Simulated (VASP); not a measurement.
Input:

```
CELL_PARAMETERS angstrom
      2.88755     0.00000     0.00000
      0.00000     2.88755     0.00000
      0.00000     0.00000     2.88755
ATOMIC_POSITIONS crystal
  Zn 0.50000 0.50000 0.50000
  Cu 0.00000 0.00000 0.00000
```

These are PBE GGA, VASP's PBE PAW potentials (set 64) (plane waves; VASP) values and carry that method's errors. Numerical set-up: 300 eV cut-off, 11×11×11 Γ-centred mesh, first-order Methfessel-Paxton smearing of 0.050 eV, potentials Zn Cu.

At this cut-off the stress carries a Pulay error, which pulls relaxed volumes low.

Task: Estimate the energy per atom (σ→0), pressure, band gap (on the k-mesh) with the smallest direct gap where there is one.

Result: 
- band gap (on the k-mesh): none (metal, semimetal or under 0.01 eV)
- energy per atom (σ→0): -2.474 eV/atom
- pressure: 9.71 GPa

The absolute energy has meaning only against runs of the same code, potentials and settings.

The structure comes from a computed database's ZnCu entry; how it stands against other phases isn't given here. The cell was not relaxed at this level. The electron count is odd and the run is not spin-polarised, which forces a metal.
